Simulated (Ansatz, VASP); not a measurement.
## ReSbN: VASP beside Ansatz

```
CELL_PARAMETERS angstrom
3.38574 0.00000 0.00000
0.00000 3.38574 0.00000
0.00000 0.00000 8.47650
ATOMIC_POSITIONS crystal
Re 0.00000 0.50000 0.87324
Re 0.50000 0.00000 0.12676
Sb 0.00000 0.50000 0.33346
Sb 0.50000 0.00000 0.66654
N 0.00000 0.00000 0.00000
N 0.50000 0.50000 0.00000
```

Change from the starting cell: volume scaled by 0.96.

Alike in both runs: task single point; functional PBE; k mesh 8 × 8 × 3; occupations fermi-dirac, width 0.05 eV; no spin polarisation.

|  | VASP | Ansatz |
| --- | --- | --- |
| version | VASP 6.6.1 | Ansatz 0.2.0 |
| potentials or method | VASP PAW PBE potentials, release 64 (Re, Sb, N) | Ansatz PAW |
| plane-wave cutoff (eV) | 520 | 420 |
| valence electrons in the cell | 34 | 70 |

Ansatz gave:

```
gap on the k mesh at the Fermi level (eV)       : none
pressure (GPa)                                  : 6.4
largest component of the traceless stress (GPa) : 0.15
rms of the force components (eV/Å)              : 0.189
```

Question: Which values does VASP return?

Answer: gap on the k mesh at the Fermi level (eV): none; pressure (GPa): 8.2; largest component of the traceless stress (GPa): 0.33; rms of the force components (eV/Å): 0.331.

Atom by atom the forces differ by 0.146 eV/Å (rms over components). A gap of «none» marks a metal or a gap that the smearing closes. The two sets of potentials don't hold the same shells in valence.

The runs have no spin-orbit coupling, so splittings on Re, Sb are missing.
